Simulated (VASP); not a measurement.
Here is the system:

```
CELL_PARAMETERS angstrom
      0.00000     3.00237     3.00237
      3.00237     0.00000     3.00237
      3.00237     3.00237     0.00000
ATOMIC_POSITIONS crystal
  Pb 0.00000 0.00000 0.00000
  S  0.50000 0.50000 0.50000
```

Method: PBE GGA, VASP's PBE PAW potentials (set 64) (plane waves; VASP). Settings: 400 eV cut-off, Gaussian smearing of 0.050 eV, potentials Pb_d S.

Unless said otherwise, spin-orbit coupling is left out, though it shifts the bands of the heavy elements here.

### Question
Give the energies of bands 7 to 13 at the high-symmetry points, in eV from the valence-band maximum.

### Answer

```json
[
 {"band": "7", "Γ": "-6.07", "X": "-7.12", "U": "-7.81", "L": "-8.60", "W": "-7.78"},
 {"band": "8", "Γ": "-1.96", "X": "-4.85", "U": "-4.45", "L": "-1.59", "W": "-4.11"},
 {"band": "9", "Γ": "-1.96", "X": "-3.17", "U": "-2.69", "L": "-1.59", "W": "-4.11"},
 {"band": "10", "Γ": "-1.96", "X": "-3.17", "U": "-2.30", "L": "0.00", "W": "-0.91"},
 {"band": "11", "Γ": "5.14", "X": "4.06", "U": "3.36", "L": "0.49", "W": "2.25"},
 {"band": "12", "Γ": "5.14", "X": "5.49", "U": "4.12", "L": "2.08", "W": "4.69"},
 {"band": "13", "Γ": "5.14", "X": "5.58", "U": "5.02", "L": "2.08", "W": "4.69"}
]
```

The gap is direct, 0.49 eV, from the valence maximum at L to the conduction minimum at L.

The structure was generated: PbS was put into the rock salt type (Fm-3m), which need not be its known phase. It was relaxed first, which changed the volume by +36 %.
